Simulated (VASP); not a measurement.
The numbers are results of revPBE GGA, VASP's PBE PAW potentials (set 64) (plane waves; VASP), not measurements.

Input for VASP

### INCAR
```
! general
SYSTEM  = PtS2
PREC    = Accurate
ENCUT   = 520   ! plane-wave cut-off (eV)
LREAL   = F   ! projection in real space or not
LASPH   = T

! electronic loop
EDIFF   = 1E-7
NELM    = 100   ! most electronic steps
ALGO    = Normal   ! blocked Davidson
LMAXMIX = 6   ! l cut-off of mixed one-centre charges

! smearing
ISMEAR  = 0
SIGMA   = 0.05   ! width (eV)

! functional
GGA     = RE

! ions
IBRION  = 2   ! conjugate gradients
NSW     = 30
ISIF    = 4   ! ions and shape, fixed volume
EDIFFG  = -0.01

! output
LWAVE   = F
LCHARG  = F
```

File POSCAR:
```
PtS2
1
    1.7757067328    -3.0756143528     0.0000000000
    1.7757067328     3.0756143528     0.0000000000
    0.0000000000     0.0000000000     7.4492358205
Pt S
1 2
Direct
  0.0000000000   0.0000000000   0.0000000000
  0.3333330000   0.6666670000   0.1634484932
  0.6666670000   0.3333330000   0.8365515068
```

**KPOINTS**
```
Automatic mesh
0
Gamma
7 7 3
0 0 0
```

POTCAR, in this order: Pt S (PBE.64 set). Program: vasp_std.

Q: What will the output report for the number of irreducible k-points (NKPTS), largest plane-wave count, number of space-group operations, FFT grid (NGX, NGY, NGZ)?

A: 
| Property | Result |
|---|---|
| number of irreducible k-points (NKPTS) | 20 |
| largest plane-wave count | 2213 |
| number of space-group operations | 12 |
| FFT grid (NGX, NGY, NGZ) | 28 × 28 × 56 |

The compound is PtS2 in the 1T layered structure. This cell is one point of a volume scan, at 0.97 of the reference volume. Symmetry was kept, so distortions that lower it aren't found.
